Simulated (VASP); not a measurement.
Consider the following.

```xyz
8
Lattice="5.0619 0.0000 0.0000 0.0000 5.0619 0.0000 0.0000 0.0000 5.0619" Properties=species:S:1:pos:R:3 pbc="T T T"
W      1.2655     0.0000     2.5310
W      3.7964     0.0000     2.5310
W      2.5310     3.7964     0.0000
W      2.5310     1.2655     0.0000
W      0.0000     2.5310     3.7964
W      0.0000     2.5310     1.2655
W      0.0000     0.0000     0.0000
W      2.5310     2.5310     2.5310
```

The numbers are results of r2SCAN meta-GGA, VASP's PBE PAW potentials (set 64) (plane waves; VASP 6.6.1), not measurements. Settings: 400 eV cut-off, 7×7×7 Γ-centred mesh, tetrahedra with Blöchl corrections, potentials W_sv.

The cores are frozen, which limits the accuracy of field gradients.

Q: Give the principal components of the electric field gradient (V/Å²) and the asymmetry η at each nucleus.

A: 
| atom | Vxx | Vyy | Vzz | η |
|---|---|---|---|---|
| W1 | 7.6 | 7.6 | -15.3 | 0.00 |
| W2 | 7.6 | 7.6 | -15.3 | 0.00 |
| W3 | 7.6 | 7.6 | -15.3 | 0.00 |
| W4 | 7.6 | 7.6 | -15.3 | 0.00 |
| W5 | 7.6 | 7.6 | -15.3 | 0.00 |
| W6 | 7.6 | 7.6 | -15.3 | 0.00 |
| W7 | 0.0 | 0.0 | 0.0 | - |
| W8 | 0.0 | 0.0 | 0.0 | - |

The structure comes from a computed database's W entry (Pm-3n); how it stands against other phases isn't given here. It was relaxed first.
